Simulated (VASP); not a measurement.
Wanted: the native input for a VASP 6.6.1 run.

```
Task                   : single point
Functional             : r2SCAN
Dispersion             : D3(BJ)
Potentials or basis    : VASP PAW PBE potentials, release 64 (O, H, C)
Cutoff                 : 520 eV
k mesh                 : 1 × 1 × 1
Occupations            : fermi-dirac, width 0.02 eV
Spin                   : no spin polarisation
Dipole correction      : no
Further INCAR settings : LREAL = Auto; ALGO = Normal; EDIFF = 1e-07; NBANDS = 38
```

The system is H12CO5.

```
O H C
1.0
     5.30857    0.00000    0.00000
     0.00000    5.30857    0.00000
     0.00000    0.00000    5.30857
O H C
5 12 1
Direct
  0.54177 0.15403 0.26638
  0.31590 0.84959 0.94508
  0.84978 0.82544 0.52206
  0.45344 0.47037 0.62870
  0.88756 0.60299 0.01142
  0.45297 0.05325 0.14899
  0.44426 0.22929 0.40056
  0.28831 0.96504 0.80308
  0.13684 0.79421 0.97004
  0.76360 0.95855 0.41459
  0.73805 0.87498 0.66773
  0.62695 0.49908 0.60037
  0.37392 0.59521 0.74455
  0.99096 0.37042 0.74240
  0.89662 0.62540 0.20182
  0.18532 0.33327 0.97683
  0.87253 0.21592 0.00823
  0.99260 0.36582 0.94620
```

The cell was built by a generator and needn't be a form met in nature.

The input as run:

POSCAR

```
H12CO5
1.0
    5.3085660000      0.0000000000      0.0000000000
    0.0000000000      5.3085660000      0.0000000000
    0.0000000000      0.0000000000      5.3085660000
O H C
5 12 1
Direct
    0.5417658931      0.1540340649      0.2663807891
    0.3159045211      0.8495891357      0.9450763163
    0.8497775105      0.8254394878      0.5220618902
    0.4534369545      0.4703718481      0.6287008582
   -0.1124409115      0.6029876995      0.0114155122
    0.4529660176      0.0532535528      0.1489856206
    0.4442631023      0.2292897931      0.4005601513
    0.2883076145      0.9650440439      0.8030794004
    0.1368354467      0.7942069478      0.9700359758
    0.7635960446      0.9585451137      0.4145940731
    0.7380524232      0.8749820573      0.6677321145
    0.6269489727      0.4990801659      0.6003692899
    0.3739239561      0.5952078207      0.7445513534
   -0.0090419899      0.3704201850     -0.2576025239
   -0.1033800842      0.6254042994      0.2018247489
    0.1853231174      0.3332726767     -0.0231700990
   -0.1274732197      0.2159151831      0.0082319783
   -0.0074031292      0.3658238402     -0.0537998397
```

INCAR.step1

```
  PREC = Accurate
  ENCUT = 520
  ISMEAR = -1
  SIGMA = 0.02
  LREAL = Auto
  LASPH = T
  NELM = 80
  NBANDS = 38
  GGA = PE
  ALGO = Normal
  EDIFF = 1E-4
  LWAVE = T
  LCHARG = F
```

INCAR.step2

```
  PREC = Accurate
  ENCUT = 520
  EDIFF = 1E-7
  ISMEAR = -1
  SIGMA = 0.02
  LREAL = Auto
  LASPH = T
  NELM = 80
  ALGO = Normal
  ISIF = 2
  LWAVE = F
  LCHARG = T
  METAGGA = R2SCAN
  LMIXTAU = T
  IVDW = 12
  VDW_S6 = 1.0
  VDW_S8 = 0.78981345
  VDW_A1 = 0.49484001
  VDW_A2 = 5.73083694
  LELF = T
  LVHAR = T
  NBANDS = 38
  ISTART = 1
```

KPOINTS

```
regular mesh
0
Gamma
  1 1 1
```

Potentials or basis: VASP PAW PBE potentials, release 64 (O, H, C).

The run is started by

```sh
$ cat potpaw_PBE.64/O/POTCAR potpaw_PBE.64/H/POTCAR potpaw_PBE.64/C/POTCAR > POTCAR
$ cp INCAR.step1 INCAR
$ mpirun -np 1 vasp_gam > vasp.out
$ cp INCAR.step2 INCAR
$ mpirun -np 1 vasp_gam > vasp.out
```

Results of the run:

```
Pressure                   : 0.2 GPa
Largest force              : 2.967 eV/Å
Band gap on the k mesh     : 5.51 eV, direct
Dispersion energy per atom : -0.021 eV
```

Caveat: the PAW data sets were made with another functional, which shifts forces and pressure a little.

Run time: 53 s on 1 thread of Intel(R) Xeon(R) 6975P-C (Granite Rapids) (shared host), peak memory 0.26 GiB.
